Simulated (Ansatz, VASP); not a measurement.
# Li2Nb in VASP and in Ansatz

```
Li Nb
1.0
     4.74694    0.00000    0.00000
    -2.37347    4.11097    0.00000
     0.00000    0.00000    2.56965
Li Nb
2 1
Direct
  0.33333 0.66667 0.50000
  0.66667 0.33333 0.50000
  0.00000 0.00000 0.00000
```

Change from the starting cell: species swapped into the Li2Pd type (P6/mmm, No. 191).

Alike in both runs: task relaxation of cell and atoms; functional PBE; k mesh 12 × 12 × 18; occupations gaussian, width 0.1 eV; no spin polarisation.

|  | VASP | Ansatz |
| --- | --- | --- |
| version | VASP 6.6.1 | Ansatz 0.2.0 |
| potentials or method | VASP PAW PBE potentials, release 64 (Li_sv, Nb_sv) | scalar-relativistic, plane waves, PAW |
| plane-wave cutoff (eV) | 600 | 420 |
| valence electrons in the cell | 19 | 19 |

VASP gave:

```
gap on the k mesh at the Fermi level, each at its own relaxed structure (eV) : none
relaxed volume (Å³/atom)                                                     : 16.48
relaxed cell length with the largest relative difference (Å)                 : 2.552
```

Which values does Ansatz return?

gap on the k mesh at the Fermi level, each at its own relaxed structure (eV): none; relaxed volume (Å³/atom): 16.52; relaxed cell length with the largest relative difference (Å): 2.556.

A gap of «none» marks a metal or a gap that the smearing closes.

Caveats: the cutoff is under 1.25 times the usual one of these potentials, so pressure, stress and relaxed cells hold a basis-set (Pulay) error (VASP).
